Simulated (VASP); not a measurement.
A cell of ZnS (wurtzite) near equilibrium:

```yaml
crystal:
  lattice:
    - [1.90070, -3.29210, 0.00000]
    - [1.90070, 3.29210, 0.00000]
    - [0.00000, 0.00000, 6.22874]
  atoms:
    - { symbol: Zn, position: [0.66667, 0.33333, 0.50007] }
    - { symbol: Zn, position: [0.33333, 0.66667, 0.00007] }
    - { symbol: S, position: [0.66667, 0.33333, 0.87493] }
    - { symbol: S, position: [0.33333, 0.66667, 0.37493] }
```

The numbers are results of r2SCAN meta-GGA, VASP's PBE PAW potentials (set 64) (plane waves; VASP 6.6.1), not measurements.

| run | ΔE (meV/atom) | σxx | σyy | σzz | largest shear component, with its sign (GPa) | gap (eV) |
|---|---|---|---|---|---|---|
| as it is | 0.0 | 0.45 | 0.45 | 0.47 | 0.00 | 2.82 |
| after one change | 11.9 | -1.15 | -1.15 | -5.15 | 0.00 | 2.48 |
Stress is in GPa, positive when the cell is compressed; gaps are those on the k-mesh, and 0.00 means metallic.

**Question.** Name the change that produced these shifts.
(A) uniaxial strain of -0.5 % along x
(B) uniaxial strain of +4.0 % along z with the ions relaxed
(C) biaxial strain of -1.0 % in the xz plane with the ions relaxed
(D) shear strain γ_xz = -1.0 %

**Answer.** B, uniaxial strain of +4.0 % along z with the ions relaxed

The compound is ZnS in the wurtzite structure, the high-temperature form.
